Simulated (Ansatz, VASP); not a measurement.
**Cross-check of InO (In2O2 monolayer) between VASP and Ansatz**

One calculation is typed for both programs; each brings its own data sets. How far apart do they land? The cell is taken from a series of runs on this material, whose earlier steps may have relaxed, scaled, displaced or heated it; both programs get it as it stands.

Main program and level: Ansatz 0.2.0; plane waves, with VASP 6.6.1 beside it; PBE with D3(BJ).

## Step 1: Starting point

The cell holds 4 atoms: 2 O and 2 In. Cell: a = 3.428 Å, b = 3.428 Å, c = 22.436 Å, α = 90.0°, β = 90.0°, γ = 120.0°. Vacuum lies along c.

## Step 2: Ansatz: single point, PBE with D3(BJ)

Ansatz runs on its PAW soft_1 files.

With cell and atoms fixed, the geometry can't cause a difference; cores, projectors, grids and the points listed under the comparison can.

Input file input.yaml:

```yaml
crystal:
  lattice:
    - [3.4283966483, 0.0, 0.0]
    - [-1.7141983242, 2.9690785917, 0.0]
    - [0.0, 0.0, 22.4363311416]
  atoms:
    - { symbol: O, position: [0.3333333333, 0.6666666667, 0.4011351028] }
    - { symbol: In, position: [0.0, 0.0, 0.4367393165] }
    - { symbol: In, position: [0.0, 0.0, 0.5632606835] }
    - { symbol: O, position: [0.3333333333, 0.6666666667, 0.5988648972] }
kpoints:
  mp_grid: { grid: [18, 18, 1] }
  band_path:
    path: [[0, 0, 0], [0.5, 0, 0], [0.33333333, 0.33333333, 0], [0, 0, 0]]
    npoints: 16
hamiltonian:
  xc: pbe
  dispersion: d3bj
  pseudopotentials: { kind: paw, azcp: { folder: soft_1 } }
scf:
  occupations: { method: fermi_dirac, width: 0.02585 }
  convergence: { dr2_threshold: 1.0e-10 }
efield:
  axis: 3
  dipole_correction: true
  ramp_position: 0.97
  ramp_width: 0.06
  amplitude: 0
output:
  dos: { projected: true, e_range: [-6, 5] }
  write_potential: true
  write_density: true
  volumetric_format: npy
  elf: true
```

Launch:

```
ansatz run input.yaml --threads 2 --pin off --max-ram 3072MiB --backend cpu --events-out ev --progress --plain --runs-dir out
```

Numbers of over 12 decimals in the logs are rounded to 6 here.

The program printed:

```text
Engine: ansatz 0.2.0, aarch64-unknown-linux-gnu
Pseudopotentials: kind: paw
Pseudopotential: O, paw, valence charge 6, recommended cutoff 420 eV (normal), soft_1/O.paw.azcp
Pseudopotential: In, paw, valence charge 13, recommended cutoff 420 eV (normal), soft_1/In.paw.azcp
Functional definition: PBE
  parameter kappa = 0.804
  parameter beta = 0.066725
  exchange = pbe_x(kappa = kappa, mu = beta*pi^2/3)
  correlation = pbe_c(beta = beta)
Crystal: 4 atoms, lattice volume = 228.383 Å³
Basis set: ecut = 420 eV, 4431 PW (Γ)
Bands: 23, of which v1, the nominal top of the filled ones, is band 19 counted from 1 (18 counted from 0)
Symmetry: 6 space group operations
k-points: 37 of 324 (time reversal used)
Non-local potential: O, projectors of the file, l = 0: 2, l = 1: 2, l = 2: 1
Non-local potential: In, projectors of the file, l = 0: 2, l = 1: 2, l = 2: 2, l = 3: 1
PAW form: soft (Blöchl's): semilocal exchange-correlation on the pseudo side does not see the compensation charge
PAW one-centre angular grid: O, 110 points (default); XC on 64 Gauss nodes
PAW one-centre angular grid: In, 590 points (default); XC on 64 Gauss nodes
Initial density: superposition of atomic densities (neutral atoms: chi_scale 0, normalization atom)
Initial wavefunctions: pseudopotential atomic-orbital guess
Functional: x = pbe(κ = 0.804, μ = 0.219515), c = pbe(β = 0.066725)
SCF iter   1: F=—  HF=-12334.741659 eV  |F-HF|=—  |Δ(HF+E_count)|=         —  Δρ=7.77e-2  dr2=1.66e1  ethr=3.10e-3  p=0.000 e·Å  D=8.89e-14 V/Å  ΔV_dip=-0.00 eV  dr2_dipole=2.35e-9  V_vac-E_F(+/−)=7.22/7.22 eV  ⟨swp⟩=7.9  Hψ=4660  notcnv=0
efield: sawtooth ramp at fractional position 0.9700 (set: `efield.ramp_position`, or a place that a band, a saddle search or an elastic batch's reference lends), width 0.0600; the density the first Hamiltonian is built on has a dipole p = 0.000 e·Å; the dipole correction subtracts the counter field D = 8.89e-14 V/Å, which shifts the + side's vacuum level by -0.00 eV against the − side's; the planar-averaged density in the ramp window peaks in size at 4.6e-7 e/Å³
preconditioner: auto → LDOS  [metal: Δε(μ)=0.036 eV  Ē_g=14.876 eV  σ=0.026 eV  W_gap=0.31  n_scr=14 (ndim 8)  ℏωp=15.1 eV  f_vac=0.659  D(μ)=0.20/eV (n_scr^D=2)  β→1.0]
SCF iter   2: F=—  HF=-12344.960878 eV  |F-HF|=—  |Δ(HF+E_count)|=    1.02e1  Δρ=1.76e-1  dr2=7.88e1  ethr=3.10e-3  p=0.000 e·Å  D=2.53e-6 V/Å  ΔV_dip=-0.00 eV  dr2_dipole=1.21e-7  V_vac-E_F(+/−)=3.45/3.45 eV  ⟨swp⟩=5.7  Hψ=2933  notcnv=0  defer=1  recentre
SCF iter   3: F=—  HF=-12330.910947 eV  |F-HF|=—  |Δ(HF+E_count)|=    1.40e1  Δρ=1.73e-2  dr2=1.17e0  ethr=3.10e-3  p=0.000 e·Å  D=5.64e-6 V/Å  ΔV_dip=-0.00 eV  dr2_dipole=1.02e-9  V_vac-E_F(+/−)=6.59/6.59 eV  ⟨swp⟩=4.1  Hψ=3015  notcnv=0
SCF iter   4: F=—  HF=-12330.677667 eV  |F-HF|=—  |Δ(HF+E_count)|=   2.33e-1  Δρ=5.00e-3  dr2=5.80e-2  ethr=3.09e-3  p=0.000 e·Å  D=8.48e-6 V/Å  ΔV_dip=-0.00 eV  dr2_dipole=5.81e-9  V_vac-E_F(+/−)=6.53/6.53 eV  ⟨swp⟩=2.5  Hψ=1381  notcnv=0
SCF iter   5: F=—  HF=-12330.668488 eV  |F-HF|=—  |Δ(HF+E_count)|=   9.18e-3  Δρ=1.84e-3  dr2=1.65e-2  ethr=1.53e-4  p=-0.000 e·Å  D=-1.94e-6 V/Å  ΔV_dip=0.00 eV  dr2_dipole=1.23e-10  V_vac-E_F(+/−)=6.32/6.32 eV  ⟨swp⟩=2.7  Hψ=1867  notcnv=0
SCF iter   6: F=—  HF=-12330.665078 eV  |F-HF|=—  |Δ(HF+E_count)|=   3.41e-3  Δρ=3.33e-4  dr2=3.01e-4  ethr=4.35e-5  p=0.000 e·Å  D=1.48e-6 V/Å  ΔV_dip=-0.00 eV  dr2_dipole=5.03e-11  V_vac-E_F(+/−)=6.25/6.25 eV  ⟨swp⟩=3.0  Hψ=1367  notcnv=0
SCF iter   7: F=—  HF=-12330.664987 eV  |F-HF|=—  |Δ(HF+E_count)|=   9.20e-5  Δρ=8.59e-5  dr2=2.30e-5  ethr=7.92e-7  p=-0.000 e·Å  D=-2.15e-6 V/Å  ΔV_dip=0.00 eV  dr2_dipole=2.09e-11  V_vac-E_F(+/−)=6.26/6.26 eV  ⟨swp⟩=2.0  Hψ=1508  notcnv=0
SCF iter   8: F=—  HF=-12330.664989 eV  |F-HF|=—  |Δ(HF+E_count)|=   2.68e-6  Δρ=5.20e-5  dr2=1.03e-5  ethr=6.06e-8  p=0.000 e·Å  D=2.75e-6 V/Å  ΔV_dip=-0.00 eV  dr2_dipole=7.01e-11  V_vac-E_F(+/−)=6.25/6.25 eV  ⟨swp⟩=2.4  Hψ=1504  notcnv=0
SCF iter   9: F=—  HF=-12330.664986 eV  |F-HF|=—  |Δ(HF+E_count)|=   3.64e-6  Δρ=1.10e-5  dr2=2.06e-7  ethr=2.70e-8  p=-0.000 e·Å  D=-2.41e-6 V/Å  ΔV_dip=0.00 eV  dr2_dipole=5.61e-11  V_vac-E_F(+/−)=6.25/6.25 eV  ⟨swp⟩=2.1  Hψ=1467  notcnv=0
SCF iter  10: F=—  HF=-12330.664936 eV  |F-HF|=—  |Δ(HF+E_count)|=   4.98e-5  Δρ=1.19e-6  dr2=1.56e-9  ethr=5.41e-10  p=0.000 e·Å  D=8.31e-7 V/Å  ΔV_dip=-0.00 eV  dr2_dipole=8.35e-12  V_vac-E_F(+/−)=6.25/6.25 eV  ⟨swp⟩=2.0  Hψ=1513  notcnv=0
SCF iter  11: F=—  HF=-12330.664936 eV  |F-HF|=—  |Δ(HF+E_count)|=   9.10e-9  Δρ=5.20e-7  dr2=5.77e-10  ethr=4.10e-12  p=-0.000 e·Å  D=-1.38e-6 V/Å  ΔV_dip=0.00 eV  dr2_dipole=1.78e-11  V_vac-E_F(+/−)=6.25/6.25 eV  ⟨swp⟩=2.2  Hψ=1676  notcnv=0
SCF iter  12: F=-12330.664936 eV  HF=-12330.664936 eV  |F-HF|=2.36e-11  |Δ(HF+E_count)|=  1.64e-11  Δρ=1.49e-7  dr2=3.92e-11  ethr=1.00e-12  p=0.000 e·Å  D=3.97e-7 V/Å  ΔV_dip=-0.00 eV  dr2_dipole=1.42e-12  V_vac-E_F(+/−)=6.25/6.25 eV  ⟨swp⟩=2.2  Hψ=3012  notcnv=0
SCF 1 converged in 12 iterations: F = -12330.664936 eV  dr2 = 3.92e-11
  greatest PAW one-centre occupation: 0.984 electrons in one spin orbital (limit 2), on the In atom at site 1 (counted from 0), in its partial waves of l = 2
NSCF: frozen V_eff on 49 k-points
efield: sawtooth ramp at fractional position 0.9700 (kept from the solve that this one continues, or follows in the run), width 0.0600; the density the first Hamiltonian is built on has a dipole p = 0.000 e·Å; the dipole correction subtracts the counter field D = 3.97e-7 V/Å, which shifts the + side's vacuum level by -0.00 eV against the − side's; the planar-averaged density in the ramp window peaks in size at 1.1e-6 e/Å³
WARN: The output density's exchange-correlation potential varies sharply where the density is thin. Do not read a vacuum level from v_tot or v_xc, or from such a field of the output density. On a cell that repeats whose density bears no net charge and no dipole along the vacuum's axis use v_es (v_loc + v_h of the components); under efield.dipole_correction with no amplitude use v_es + v_field, which holds any externa [...]
SCF converged after 12 iterations
Free energy (F): -12330.664936 eV
Harris-Foulkes:  -12330.664936 eV  (|F-HF|=2.36e-11)
Internal energy: -12330.664934 eV  (E = F + TS)
E sigma→0 (E₀):  -12330.664935 eV
Entropy (-TS):   -0.000002 eV (-0.000 meV/atom)
Fermi energy:    -1.938287 eV
Dipole field:    D = -0.000001 V/Å  (p = -0.000001 e·Å, saw-weighted, corrected)
Work function:   Φ+ = 6.2514 eV   Φ− = 6.2515 eV
Levels:          The Fermi level and band energies are counted from a zero that moves with the ramp; work functions are not
--- Per-component energies (eV) ---
  E_band       = -457.362033
  E_kinetic    = 772.311659
  E_local      = -28269.052235  (includes V_loc(G=0)·N_el)
  E_nonlocal   = 760.836104
  E_hartree    = 13640.579711
  E_xc         = -426.524922
  E_vxc        = -358.342586  (∫ρ·V_xc dr)
  E_paw        = -8746.609549  (= ΣΔE_a)
  E_vpaw       = -644.276122  (= ΣTr[D̂ρ^β])
  E_aug_tail   = 0.001623  (compensation charges beyond the density's cutoff)
  E_efield     = 0.000000  (sawtooth field / dipole correction)
  E_vefield    = 0.000000  (∫n·V_field dr)
  E_ewald      = 9938.367007
  E_disp       = -0.574331  (pairwise vdW)
  E_smearing   = -0.000002  (= −TS)
  E_closure    = 0.000000  (closes the sum)
  Σ components = -12330.664936   (vs F -12330.664936, Δ=0.00e0)
--- Band table (eV; the first three rows and the last of 37) ---
  k-point 0: bands = [... 15 lower, -3.8823, -3.8495, -3.8495, -2.9184, -1.7454, 1.1672, 3.8931, 4.0806]
  k-point 1: bands = [... 15 lower, -3.9727, -3.9099, -3.8750, -2.8626, -1.5844, 1.2699, 3.9336, 4.1335]
  k-point 2: bands = [... 15 lower, -4.2164, -3.9895, -3.9485, -2.7521, -1.1932, 1.5504, 4.0530, 4.2920]
  k-point 36: bands = [... 15 lower, -5.8763, -4.3083, -4.0340, -2.1843, 1.1337, 2.2867, 2.9373, 4.3543]
```

## Step 3: VASP: single point, PBE with D3(BJ)

The same cell, functional, mesh and smearing now go to VASP, with its own data sets.

Lines of VASP's logs that name or quote its potential files are left out, and so is its time.

Input file INCAR:

```
SYSTEM = InO
PREC = Accurate
ENCUT = 520
EDIFF = 1E-06
NELM = 120
ISMEAR = -1
SIGMA = 0.02585
LREAL = .FALSE.
ALGO = Normal
GGA = PE
IVDW = 12
NBANDS = 25
LORBIT = 11
LWAVE = .FALSE.
LCHARG = .FALSE.
ISIF = 2
LDIPOL = .TRUE.
IDIPOL = 3
DIPOL = 0.5 0.5 0.5
LVHAR = .TRUE.
LASPH = .TRUE.
GGA_COMPAT = .FALSE.
EFERMI = MIDGAP
NELMDL = -8
```

Input file POSCAR:

```
InO
1.0
    3.4283966483      0.0000000000      0.0000000000
   -1.7141983242      2.9690785917      0.0000000000
    0.0000000000      0.0000000000     22.4363311416
O In
2 2
Direct
    0.3333333333      0.6666666667      0.4011351028
    0.3333333333      0.6666666667      0.5988648972
    1.0000000000      0.0000000000      0.4367393165
    1.0000000000      0.0000000000      0.5632606835
```

Input file KPOINTS:

```
Automatic mesh
0
Gamma
18 18 1
0 0 0
```

PAW data sets: O and In_d (PBE family, release 64).

Launch:

```
mpirun -np 1 vasp_std
```

The program printed:

```text
[banner, memory and clock lines left out]
running    1 mpi-ranks, on    1 nodes
 distrk:  each k-point on    1 cores,    1 groups
 distr:  one band on    1 cores,    1 groups

 POSCAR found type information on POSCAR O In
 POSCAR found :  2 types and       4 ions
 LDA part: xc-table for (Slater+PW92), standard interpolation
 POSCAR, INCAR and KPOINTS ok, starting setup
 FFT: planning ... GRIDC
 FFT: planning ... GRID_SOFT
 FFT: planning ... GRID
 WAVECAR not read
 entering main loop
       N       E                     dE             d eps       ncg     rms          rms(c)
DAV:   1     0.375909066786E+03    0.37591E+03   -0.17315E+04  1930   0.138E+03
DAV:   2     0.369270881589E+02   -0.33898E+03   -0.33064E+03  2158   0.358E+02
DAV:   3    -0.216895729983E+02   -0.58617E+02   -0.58012E+02  2507   0.169E+02
DAV:   4    -0.234824529754E+02   -0.17929E+01   -0.17891E+01  2138   0.374E+01
DAV:   5    -0.235401786746E+02   -0.57726E-01   -0.57704E-01  2465   0.605E+00
DAV:   6    -0.235430684305E+02   -0.28898E-02   -0.28897E-02  2583   0.125E+00
DAV:   7    -0.235431804078E+02   -0.11198E-03   -0.11198E-03  2664   0.208E-01
DAV:   8    -0.235431837213E+02   -0.33136E-05   -0.33135E-05  2591   0.336E-02    0.134E+01
DAV:   9    -0.196244086729E+02    0.39188E+01   -0.21820E+01  2929   0.511E+01    0.140E+01
DAV:  10    -0.195204284585E+02    0.10398E+00   -0.20037E+00  2164   0.105E+01    0.429E+00
DAV:  11    -0.194411458924E+02    0.79283E-01   -0.52638E-01  2802   0.536E+00    0.175E+00
DAV:  12    -0.194221478537E+02    0.18998E-01   -0.88739E-02  2800   0.323E+00    0.768E-01
DAV:  13    -0.194176462464E+02    0.45016E-02   -0.26889E-02  3014   0.174E+00    0.378E-01
DAV:  14    -0.194181937684E+02   -0.54752E-03   -0.39694E-03  2276   0.429E-01    0.307E-01
[...]
DAV:  19    -0.194181885221E+02   -0.66797E-04   -0.33057E-05  2378   0.475E-02    0.182E-02
DAV:  20    -0.194182382320E+02   -0.49710E-04   -0.63967E-06  2356   0.145E-02    0.437E-03
DAV:  21    -0.194182646180E+02   -0.26386E-04   -0.10232E-06  1622   0.806E-03    0.565E-03
DAV:  22    -0.194182694675E+02   -0.48495E-05   -0.37753E-07  1588   0.335E-03    0.494E-03
DAV:  23    -0.194182760210E+02   -0.65536E-05   -0.26222E-07  1447   0.245E-03    0.105E-03
DAV:  24    -0.194182795599E+02   -0.35389E-05   -0.29535E-07  1529   0.385E-03    0.208E-03
DAV:  25    -0.194182822515E+02   -0.26916E-05   -0.11909E-07  1542   0.286E-03    0.804E-04
DAV:  26    -0.194182831063E+02   -0.85478E-06   -0.29822E-08  1641   0.146E-03
   1 F= -.19992545E+02 E0= -.19992544E+02  d E =-.229880E-05
```

OUTCAR, selected parts (step 3):

```text
ion  position               nearest neighbor table
   1  0.333  0.667  0.401-   3 2.13   3 2.13   3 2.13
   2  0.333  0.667  0.599-   4 2.13   4 2.13   4 2.13
   3  0.000  0.000  0.437-   1 2.13   1 2.13   1 2.13   4 2.84
   4  0.000  0.000  0.563-   2 2.13   2 2.13   2 2.13   3 2.84

  LATTYP: Found a hexagonal cell.
 ALAT       =     3.4283966483
 C/A-ratio  =     6.5442635270

 Subroutine GETGRP returns: Found 12 space group operations
 (whereof 12 operations were pure point group operations)

The static configuration has the point symmetry D_3h.

 Found     37 irreducible k-points:

   k-points           NKPTS =     37   k-points in BZ     NKDIM =     37   number of bands    NBANDS=     25

   dimension x,y,z NGX =    28 NGY =   28 NGZ =  168
   dimension x,y,z NGXF=    56 NGYF=   56 NGZF=  336

   ENCUT  =  520.0 eV  38.22 Ry    6.18 a.u.   6.37  6.37 41.72*2*pi/ulx,y,z

   NELECT =      38.0000    total number of electrons

 k-points in reciprocal lattice and weights: Automatic mesh
   0.00000000  0.00000000  0.00000000       0.003
   0.05555556  0.00000000  0.00000000       0.019
   0.11111111  0.00000000  0.00000000       0.019
   0.16666667  0.00000000  0.00000000       0.019
   0.22222222  0.00000000  0.00000000       0.019
   0.27777778 -0.00000000  0.00000000       0.019
   0.33333333  0.00000000  0.00000000       0.019
   0.38888889  0.00000000  0.00000000       0.019
   0.44444444  0.00000000  0.00000000       0.019
[...]
0.33333333  0.27777778  0.00000000       0.037
   0.33333333  0.33333333  0.00000000       0.006

 dipolmoment           0.000000      0.000000     -0.000000 electrons x Angstroem

 average (electrostatic) potential at core
       1 -77.4928       2 -77.4928       3-103.0428       4-103.0428

 E-fermi :  -2.7938

 k-point     1 :       0.0000    0.0000    0.0000
  band No.  band energies     occupation
    ...
     15      -4.7297      2.00000
     16      -4.7297      2.00000
     17      -4.6969      2.00000
     18      -4.6969      2.00000
     19      -3.7681      2.00000
     20      -2.6067      0.00144
     21       0.3146      0.00000
     22       3.0632      0.00000
     23       3.2580      0.00000
     24       3.8969      0.00000
    ...

 k-point     2 :       0.0556    0.0000    0.0000
  band No.  band energies     occupation
    ...
     15      -4.8608      2.00000
     16      -4.8202      2.00000
     17      -4.7573      2.00000
     18      -4.7224      2.00000
     19      -3.7118      2.00000
     20      -2.4448      0.00000
     21       0.4174      0.00000
     22       3.1033      0.00000
     23       3.3108      0.00000
     24       3.9486      0.00000
    ...

 k-point     3 :       0.1111    0.0000    0.0000
  band No.  band energies     occupation
    ...
     15      -5.1714      2.00000
     16      -5.0630      2.00000
     17      -4.8368      2.00000
     18      -4.7958      2.00000
     19      -3.6004      2.00000
     20      -2.0523      0.00000
     21       0.6981      0.00000
     22       3.2216      0.00000
     23       3.4690      0.00000
     24       4.1027      0.00000
    ...

 Edisp (eV)   -0.57426

  Total       0.18684     0.18684    -0.00483    -0.00000    -0.00000     0.00000
  in kB       1.31077     1.31077    -0.03387    -0.00000    -0.00000     0.00000
  external pressure =        0.86 kB  Pullay stress =        0.00 kB

  energy-cutoff  :      520.00
  volume of cell :      228.38
      direct lattice vectors                 reciprocal lattice vectors
     3.428396648  0.000000000  0.000000000     0.291681536  0.168402413  0.000000000
    -1.714198324  2.969078592  0.000000000     0.000000000  0.336804827  0.000000000
     0.000000000  0.000000000 22.436331142     0.000000000  0.000000000  0.044570567

 POSITION                                       TOTAL-FORCE (eV/Angst)
 -----------------------------------------------------------------------------------
     -0.00000      1.97939      9.00000         0.000000     -0.000000     -0.037616
     -0.00000      1.97939     13.43633        -0.000000     -0.000000      0.037616
      0.00000      0.00000      9.79883        -0.000000      0.000000      0.035968
      0.00000      0.00000     12.63750        -0.000000      0.000000     -0.035968
 -----------------------------------------------------------------------------------
    total drift:                                0.000000     -0.000000     -0.000000

  FREE ENERGIE OF THE ION-ELECTRON SYSTEM (eV)
  ---------------------------------------------------
  free  energy   TOTEN  =       -19.9925452036 eV

  energy  without entropy=      -19.9925429048  energy(sigma->0) =      -19.99254405

 vacuum level on the upper side and lower side of the slab         3.473         3.473

 total charge
# of ion       s       p       d       tot
------------------------------------------
    1        1.571   3.382   0.000   4.953
    2        1.571   3.382   0.000   4.953
    3        0.788   0.656   9.960  11.404
    4        0.788   0.656   9.960  11.404
--------------------------------------------------
tot          4.719   8.075  19.920  32.714

[... 3 further parts left out ...]
```

## Step 4: Comparison

Known differences besides the potentials themselves: the cutoff is 420 eV in Ansatz and 520 eV in VASP. Total energies have different zeros and are not compared.

Compared:

```tsv
quantity	Ansatz	VASP	difference
gap on the k mesh (eV)	0.439	0.427	+0.011
```

A gap on the mesh is an upper bound, since the band edges may lie between its points. Where the cell holds vacuum, a pressure given here is an average over it and none of the material.

## Step 5: What came out

```yaml
difference_in_gap_on_the_k_mesh_single_point_pbe_with_d3_bj: 0.011 eV
```

In words: The difference in gap on the k mesh is 0.011 eV (single point, PBE with D3(BJ)), within the 0.08 eV picked in this series as the mark of a large difference. Such differences can come from data sets, numerical settings and the points named under the comparisons, not from the functional's error against experiment.

[Lines on the potential files, build, host, timing and source positions are cut from VASP's logs without a mark.]

[Logs are printed without paths, hosts, clocks, repeated set-up lines and the standing remarks that a program may print on its own settings, such as how far it seeks lower states.]

[Hosts, paths, dates, database ids (printed as entryN), source tags and the programs' standing remarks are cut or masked in the printed files.]
